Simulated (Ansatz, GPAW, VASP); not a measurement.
## K3Ge: programs and potentials compared

```
Ge K
1.0
     0.00000    4.31101    4.31101
     4.31101    0.00000    4.31101
     4.31101    4.31101    0.00000
Ge K
1 3
Cartesian
  0.0000 0.0000 0.0000
  4.3110 4.3110 4.3110
  6.4665 6.4665 6.4665
  2.1555 2.1555 2.1555
```

The cell comes from a database or a generator and needn't be the stable form of this composition.

Alike in all runs: task equation of state; functional PBE; k mesh 6 × 6 × 6; occupations fermi-dirac, width 0.05 eV; no spin polarisation; no spin-orbit coupling.

```csv
program and potentials,plane-wave cutoff (eV),notes,equilibrium volume (Å³/atom),bulk modulus (GPa)
"Ansatz, Ansatz PAW",420,-,40.28,8.8
"VASP, PBE PAW files Ge_d, K_sv, 520 eV",520,-,40.37,8.8
"GPAW, GPAW PAW data sets (gpaw-data 1.2.1)",600,-,40.26,8.9
```

The equilibrium volume spans 40.26 (GPAW, GPAW PAW data sets (gpaw-data 1.2.1)) to 40.37 Å³/atom (VASP, PBE PAW files Ge_d, K_sv, 520 eV). The bulk modulus spans 8.8 (Ansatz, Ansatz PAW) to 8.9 GPa (GPAW, GPAW PAW data sets (gpaw-data 1.2.1)). For a metal such a mesh isn't converged, which the comparison doesn't need.

The functional is the same throughout but for its coding, so the spread measures potentials, basis and numerics; runs on potential files found faulty are left out.
